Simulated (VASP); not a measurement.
# SiB2 (R3m) in VASP: a series of runs

Runs on SiB2. Level: PBE. Tasks: single point.

Everything below comes from runs of VASP 6.6.1. Logs are shortened: lines on timing, memory, paths and dates and some standing lists are left out, and cuts for length are marked.

## 1. Starting point

It takes space group R3m (No. 160, trigonal). The conventional cell has a = 6.386 Å, b = 6.386 Å, c = 13.615 Å, α = 90.00°, β = 90.00°, γ = 120.00°. Si (site symmetry 3m) is surrounded by 3 B at 2.07 Å. Around Si (site symmetry 3m) lie 4 B at 1.98 to 2.07 Å. Si (site symmetry m) has 4 B at 2.05 to 2.20 Å as nearest neighbours. B (site symmetry m) has 4 B at 1.71 to 1.85 Å as nearest neighbours. Around B (site symmetry m) lie 3 B at 1.76 to 1.85 Å and 1 Si at 1.98 Å. Around B (site symmetry 3m) lie 4 Si at 2.07 to 2.10 Å. B (site symmetry m) is surrounded by 5 B at 1.68 to 1.76 Å.

The cell was built by a generator and needn't be a form met in nature.

## 2. Single point, PBE

The input, INCAR:

```
SYSTEM = SiB2
ALGO     = Fast           ! electronic algorithm
EDIFF    = 1E-5           ! SCF threshold, eV
ENCUT    = 520            ! plane-wave cutoff, eV
GGA      = PE             ! functional
ISIF     = 2              ! what is computed and relaxed
ISMEAR   = 0              ! smearing method
LASPH    = .TRUE.         ! aspherical terms in the spheres
LCHARG   = .FALSE.        ! write CHGCAR
LREAL    = Auto         
LWAVE    = .FALSE.        ! write WAVECAR
NELM     = 80             ! most SCF steps
PREC     = Normal         ! precision mode
SIGMA    = 0.15           ! smearing width, eV
```

The input, KPOINTS:

```
k-points
0
G
  5 5 5
  0 0 0
```

The input, POSCAR:

```
SiB2
1.0
    3.1929500000      1.8434500000      4.5384400000
   -3.1929500000      1.8434500000      4.5384400000
    0.0000000000     -3.6869010000      4.5384400000
Si B
5 10
Direct
    0.7325760000      0.7325760000      0.7325760000
    0.3414220000      0.3414220000      0.3414220000
    0.7237610000      0.1862260000      0.7237610000
    0.7237610000      0.7237610000      0.1862260000
    0.1862260000      0.7237610000      0.7237610000
    0.8758880000      0.3328910000      0.8758880000
    0.3328910000      0.8758880000      0.8758880000
    0.8758880000      0.8758880000      0.3328910000
    0.1366360000      0.6610290000      0.1366360000
    0.1366360000      0.1366360000      0.6610290000
    0.6610290000      0.1366360000      0.1366360000
    0.4935340000      0.4935340000      0.4935340000
    0.1810760000      0.1810760000      0.9186250000
    0.9186250000      0.1810760000      0.1810760000
    0.1810760000      0.9186250000      0.1810760000
```

Potentials or basis: VASP PAW PBE potentials, release 64 (Si, B).

Run with:

```bash
> cat potpaw_PBE.64/Si/POTCAR potpaw_PBE.64/B/POTCAR > POTCAR
> mpirun -np 1 vasp_std > vasp.out
```

OUTCAR:

```text
SYSTEM = SiB2
   EDIFF = 1E-5
   ENCUT = 520
   GGA = PE
   ISIF = 2
   ISMEAR = 0
   LASPH = .TRUE.
   LREAL = Auto
   NELM = 80
   PREC = Normal

 ion  position               nearest neighbor table
   1  0.733  0.733  0.733-   8 2.07   7 2.07   6 2.07   5 2.61   3 2.61   4 2.61
   2  0.341  0.341  0.341-  10 1.98   9 1.98  11 1.98  12 2.07
   3  0.724  0.186  0.724-   6 2.05  12 2.10  10 2.20  11 2.20   1 2.61   4 2.95   5 2.95
   4  0.724  0.724  0.186-   8 2.05  12 2.10  11 2.20   9 2.20   1 2.61   3 2.95   5 2.95
   5  0.186  0.724  0.724-   7 2.05  12 2.10  10 2.20   9 2.20   1 2.61   4 2.95   3 2.95
   6  0.876  0.333  0.876-  14 1.71  13 1.71  11 1.85  10 1.85   3 2.05   1 2.07
   7  0.333  0.876  0.876-  15 1.71  13 1.71   9 1.85  10 1.85   5 2.05   1 2.07
   8  0.876  0.876  0.333-  14 1.71  15 1.71   9 1.85  11 1.85   4 2.05   1 2.07
   9  0.137  0.661  0.137-  15 1.76   7 1.85   8 1.85   2 1.98   5 2.20   4 2.20
  10  0.137  0.137  0.661-  13 1.76   7 1.85   6 1.85   2 1.98   5 2.20   3 2.20
  11  0.661  0.137  0.137-  14 1.76   6 1.85   8 1.85   2 1.98   3 2.20   4 2.20
  12  0.494  0.494  0.494-   2 2.07   4 2.10   3 2.10   5 2.10
  13  0.181  0.181  0.919-  14 1.68  15 1.68   6 1.71   7 1.71  10 1.76
  14  0.919  0.181  0.181-  13 1.68  15 1.68   8 1.71   6 1.71  11 1.76
  15  0.181  0.919  0.181-  13 1.68  14 1.68   8 1.71   7 1.71   9 1.76

  LATTYP: Found a trigonal (rhomboedric) cell.
 ALAT       =     5.8472793023
 COS(alpha) =     0.4036426814

  Lattice vectors:

 A1 = (   3.1929500000,   1.8434500000,   4.5384400000)
 A2 = (  -3.1929500000,   1.8434500000,   4.5384400000)
 A3 = (   0.0000000000,  -3.6869010000,   4.5384400000)

Analysis of symmetry for initial positions (statically):
=====================================================================
 Subroutine PRICEL returns:
 Original cell was already a primitive cell.

 Routine SETGRP: Setting up the symmetry group for a
 trigonal (rhombohedral) supercell.

 Subroutine GETGRP returns: Found  6 space group operations
 (whereof  6 operations were pure point group operations)
 out of a pool of 12 trial point group operations.

The static configuration has the point symmetry C_3v.

Analysis of symmetry for dynamics (positions and initial velocities):
=====================================================================
 Subroutine PRICEL returns:
 Original cell was already a primitive cell.

 Routine SETGRP: Setting up the symmetry group for a
 trigonal (rhombohedral) supercell.

 Subroutine GETGRP returns: Found  6 space group operations
 (whereof  6 operations were pure point group operations)
 out of a pool of 12 trial point group operations.

The dynamic configuration has the point symmetry C_3v.

 Subroutine INISYM returns: Found  6 space group operations
 (whereof  6 operations are pure point group operations),
 and found     1 'primitive' translations

----------------------------------------------------------------------------------------

                                     Primitive cell

  volume of cell :     160.2808

  direct lattice vectors                    reciprocal lattice vectors
     3.192950000  1.843450000  4.538440000     0.156594998  0.090410175  0.073446683
    -3.192950000  1.843450000  4.538440000    -0.156594998  0.090410175  0.073446683
     0.000000000 -3.686901000  4.538440000     0.000000000 -0.180820349  0.073446663

  length of vectors
     5.847279302  5.847279302  5.847279420     0.195167642  0.195167642  0.195167649

  position of ions in fractional coordinates (direct lattice)
     0.732576000  0.732576000  0.732576000
     0.341422000  0.341422000  0.341422000
     0.723761000  0.186226000  0.723761000
     0.723761000  0.723761000  0.186226000
     0.186226000  0.723761000  0.723761000
     0.875888000  0.332891000  0.875888000
     0.332891000  0.875888000  0.875888000
     0.875888000  0.875888000  0.332891000
     0.136636000  0.661029000  0.136636000
     0.136636000  0.136636000  0.661029000
     0.661029000  0.136636000  0.136636000
     0.493534000  0.493534000  0.493534000
[... 32 lines left out ...]
  Cartesian coordinates                     Fractional coordinates (reciprocal lattice)
     0.031319000  0.018082035  0.014689337     0.200000000 -0.000000000  0.000000000
    -0.031319000  0.018082035  0.014689337    -0.000000000  0.200000000  0.000000000
     0.000000000 -0.036164070  0.014689333     0.000000000  0.000000000  0.200000000

  Length of vectors
     0.039033528  0.039033528  0.039033530

  Shift w.r.t. Gamma in fractional coordinates (k-lattice)
     0.000000000  0.000000000  0.000000000

 Subroutine IBZKPT returns following result:
 ===========================================

 Found     19 irreducible k-points:

 Following reciprocal coordinates:
            Coordinates               Weight
  0.000000  0.000000  0.000000      1.000000
  0.200000  0.000000 -0.000000      6.000000
  0.400000  0.000000  0.000000      6.000000
  0.200000  0.200000 -0.000000      6.000000
  0.400000  0.200000  0.000000     12.000000
 -0.400000  0.200000  0.000000     12.000000
[... 11 lines left out ...]
  0.400000  0.400000  0.400000      2.000000
 -0.400000  0.400000  0.400000      6.000000
   k-points           NKPTS =     19   k-points in BZ     NKDIM =     19   number of bands    NBANDS=     33
   number of dos      NEDOS =    301   number of ions     NIONS =     15
   total plane-waves  NPLWV =  46656
   dimension x,y,z NGX =    36 NGY =   36 NGZ =   36
   dimension x,y,z NGXF=    72 NGYF=   72 NGZF=   72
   ions per type =               5  10
   NGX,Y,Z   is equivalent  to a cutoff of  10.24, 10.24, 10.24 a.u.
   NGXF,Y,Z  is equivalent  to a cutoff of  20.47, 20.47, 20.47 a.u.
 SYSTEM =  SiB2
   PREC   = normal    normal or accurate (medium, high low for compatibility)
   ISTART =      0    job   : 0-new  1-cont  2-samecut
   ICHARG =      2    charge: 1-file 2-atom 10-const
   ISPIN  =      1    spin polarized calculation?
   LNONCOLLINEAR =      F non collinear calculations
   LSORBIT =      F    spin-orbit coupling
   LASPH  =      T    aspherical Exc in radial PAW
   ENCUT  =  520.0 eV  38.22 Ry    6.18 a.u.  10.87 10.87 10.87*2*pi/ulx,y,z
   NELM   =     80;   NELMIN=  2; NELMDL= -5     # of ELM steps
   EDIFF  = 0.1E-04   stopping-criterion for ELM
   LREAL  =      T    real-space projection
   EDIFFG = 0.1E-03   stopping-criterion for IOM
   NSW    =      0    number of steps for IOM
   IBRION =     -1    ionic relax: 0-MD 1-quasi-New 2-CG
   NFREE  =      0    steps in history (QN), initial steepest desc. (CG)
   ISIF   =      2    stress and relaxation
   ISYM   =      2    0-nonsym 1-usesym 2-fastsym
   POTIM  = 0.5000    time-step for ionic-motion
   TEBEG  =    0.0;   TEEND  =   0.0 temperature during run
   PSTRESS=    0.0 pullay stress
   NELECT =      50.0000    total number of electrons
   NUPDOWN=      -1.0000    fix difference up-down
   EMIN   =  10.00;   EMAX   =-10.00  energy-range for DOS
   EFERMI =   0.00;   METHOD = LEGACY
   ISMEAR =     0;   SIGMA  =   0.15  broadening in eV -4-tet -1-fermi 0-gaus
   EFERMI_NEDOS =   21; number of points for ismear=-14 and -15
   IALGO  =     68    algorithm
   IMIX   =      4    mixing-type and parameters
     AMIX     =   0.40;   BMIX     =  1.00
     AMIX_MAG =   1.60;   BMIX_MAG =  1.00
  volume/ion in A,a.u.               =      10.69        72.11
  Fermi-wavevector in a.u.,A,eV,Ry     =   1.110293  2.098150 16.772597  1.232751
  Thomas-Fermi vector in A             =   2.246843
   LORBIT       =      0    0 simple, 1 ext, 2 COOP (PROOUT), +10 PAW based schemes
   GGA     = PE    functional components
   LHFCALC =     F    Hartree Fock is set to
   AEXX    =    0.0000 exact exchange contribution
   IVDW    =     0    specifies the selected vdW correction
   LEPSILON=     F    determine dielectric tensor
   LRPA    =     F    only Hartree local field effects (RPA)
 non-spin polarized calculation
 RMM-DIIS sequential band-by-band and
 Gauss-broadening in eV      SIGMA  =   0.15
  energy-cutoff  :      520.00
  volume of cell :      160.28
 maximum number of plane-waves:      4334
   NGX = 21   NGY = 21   NGZ = 21

 number of electron      49.9999999 magnetization

 Free energy of the ion-electron system (eV)
  ---------------------------------------------------
  ext. energy  EPLUGINS =         0.00000000
  ---------------------------------------------------
  free energy    TOTEN  =       -88.00259856 eV

  energy without entropy =      -87.96685994  energy(sigma->0) =      -87.98472925

 E-fermi :   6.7586     XC(G=0): -10.8570

 val. band max:        6.7364435186   @ k =  -0.4000   0.2000   0.0000
 cond. band min:       6.8145968759   @ k =  -0.4000   0.4000   0.0000
 fundamental gap:      0.0781533572
 Fermi energy:         6.7586378166

 k-point     1 :       0.0000    0.0000    0.0000
  band No.  band energies     occupation
      1      -8.6159      2.00000
      2      -4.7687      2.00000
      3      -4.6131      2.00000
      4      -4.6130      2.00000
      5      -2.2671      2.00000
      6      -1.8760      2.00000
[... 673 lines left out ...]
     32      10.1311      0.00000
     33      10.4004      0.00000

------------------------ aborting loop because EDIFF is reached ----------------------------------------

  FORCE on cell =-STRESS in cart. coord.  units (eV):
  Direction    XX          YY          ZZ          XY          YZ          ZX
  --------------------------------------------------------------------------------------
  -------------------------------------------------------------------------------------
  Total        0.0020205      0.0020205     -0.1023690      0.0000000      0.0000000      0.0000000
  in kB        0.0201970      0.0201970     -1.0232872      0.0000000      0.0000001      0.0000000
  external PRESSURE =      -0.3276311 kB  Pullay stress =       0.0000000 kB

 VOLUME and BASIS-vectors are now :
 -----------------------------------------------------------------------------
  energy-cutoff  :      520.00
  volume of cell :      160.28
      direct lattice vectors                 reciprocal lattice vectors
     3.192950000  1.843450000  4.538440000     0.156594998  0.090410175  0.073446683
    -3.192950000  1.843450000  4.538440000    -0.156594998  0.090410175  0.073446683
     0.000000000 -3.686901000  4.538440000     0.000000000 -0.180820349  0.073446663

 POSITION                                       TOTAL-FORCE (eV/Angst)
 -----------------------------------------------------------------------------------
      0.00000     -0.00000      9.97426         0.000000     -0.000000      0.001067
      0.00000     -0.00000      4.64857         0.000000     -0.000000      0.002780
      1.71632     -0.99092      7.41467         0.017379     -0.010034      0.009221
      0.00000      1.98184      7.41467         0.000000      0.020068      0.009221
     -1.71632     -0.99092      7.41467        -0.017379     -0.010034      0.009221
      1.73376     -1.00099      9.46114        -0.001716      0.000991      0.008381
     -1.73376     -1.00099      9.46114         0.001716      0.000991      0.008381
      0.00000      2.00198      9.46114         0.000000     -0.001982      0.008381
     -1.67436      0.96669      4.24027         0.007671     -0.004429      0.005187
      0.00000     -1.93339      4.24027         0.000000      0.008858      0.005187
      1.67436      0.96669      4.24027        -0.007671     -0.004429      0.005187
      0.00000     -0.00000      6.71962         0.000000      0.000000     -0.058179
      0.00000     -2.71927      5.81273         0.000000      0.023111     -0.004678
      2.35496      1.35963      5.81273        -0.020015     -0.011555     -0.004678
     -2.35496      1.35963      5.81273         0.020015     -0.011555     -0.004678
 -----------------------------------------------------------------------------------
    total drift:                                0.000000     -0.000007     -0.009759

  FREE ENERGIE OF THE ION-ELECTRON SYSTEM (eV)
  ---------------------------------------------------
  free  energy   TOTEN  =       -88.0025985633 eV

  energy  without entropy=      -87.9668599389  energy(sigma->0) =      -87.98472925
```

Run time: 27 s. Hardware: 1 thread of Intel Xeon 6975P-C (Granite Rapids), shared host; peak memory 0.23 GiB.

What came out:

- Free energy: -88.0026 eV
- Pressure: 0.0 GPa
- Largest force: 0.058 eV/Å
- Band gap on the k mesh: none (metal or under the smearing width)

Forces in eV/Å, atoms in the order of the input:
```
Si   0.000  0.000  0.001
Si   0.000  0.000  0.003
Si   0.017 -0.010  0.009
Si   0.000  0.020  0.009
Si  -0.017 -0.010  0.009
B   -0.002  0.001  0.008
B    0.002  0.001  0.008
B    0.000 -0.002  0.008
B    0.008 -0.004  0.005
B    0.000  0.009  0.005
B   -0.008 -0.004  0.005
B    0.000  0.000 -0.058
B    0.000  0.023 -0.005
B   -0.020 -0.012 -0.005
B    0.020 -0.012 -0.005
```

## 3. Single point, PBE

This run uses another cell than the first one: it holds 12 atoms, not 15.

INCAR is that of step 2.

The input, KPOINTS:

```
k-points
0
G
  4 5 6
  0 0 0
```

The input, POSCAR:

```
SiB2
1.0
    5.9157000000      0.0000000000      0.0000000000
    0.0000000000      4.7661100000      0.0000000000
    0.0000000000      0.0000000000      3.7353400000
Si B
4 8
Direct
    0.2500000000      0.0000000000      0.1322800000
    0.7500000000      0.0000000000      0.1322800000
    0.0000000000      0.5000000000      0.8677200000
    0.5000000000      0.5000000000      0.8677200000
    0.2500000000      0.1972090000      0.6149940000
    0.7500000000      0.1972090000      0.6149940000
    0.2500000000      0.8027910000      0.6149940000
    0.7500000000      0.8027910000      0.6149940000
    0.0000000000      0.6972090000      0.3850060000
    0.5000000000      0.6972090000      0.3850060000
    0.0000000000      0.3027910000      0.3850060000
    0.5000000000      0.3027910000      0.3850060000
```

Potentials or basis: VASP PAW PBE potentials, release 64 (Si, B).

Run with:

```bash
> cat potpaw_PBE.64/Si/POTCAR potpaw_PBE.64/B/POTCAR > POTCAR
> mpirun -np 1 vasp_std > vasp.out
```

Run time: 20 s. Hardware: 1 thread of Intel Xeon 6975P-C (Granite Rapids), shared host; peak memory 0.19 GiB.

Results (log left out):

```
Free energy            : -69.6677 eV
Pressure               : 0.3 GPa
Largest force          : 0.083 eV/Å
Band gap on the k mesh : none (metal or under the smearing width)
```

Forces in eV/Å, atoms in the order of the input:
```
Si   0.000  0.000  0.020
Si   0.000  0.000  0.020
Si   0.000  0.000 -0.020
Si   0.000  0.000 -0.020
B    0.000 -0.058 -0.060
B    0.000 -0.058 -0.060
B    0.000  0.058 -0.060
B    0.000  0.058 -0.060
B    0.000 -0.058  0.060
B    0.000 -0.058  0.060
B    0.000  0.058  0.060
B    0.000  0.058  0.060
```

Stress tensor (GPa, compression positive):
```
-0.14  0.00  0.00
 0.00  0.82  0.00
 0.00  0.00  0.10
```

Levels at points of the mesh, in eV from the Fermi level:
```
           k point  band 17  band 18  band 19  band 20  band 21  band 22  band 23  band 24
(0.00, 0.00, 0.00)    -1.89    -0.83    -0.83    -0.66    -0.66    -0.63    -0.62     2.03
(0.50, 0.00, 0.00)    -1.72    -1.72    -1.44    -1.44     0.03     0.03     0.86     0.86
(0.00, 0.00, 0.50)    -3.28    -1.36    -1.36    -0.09     0.51     1.57     3.00     3.08
(0.50, 0.00, 0.50)    -2.70    -2.70    -0.23    -0.23     0.31     0.31     2.44     2.44
```

[end of part 1 of 2]
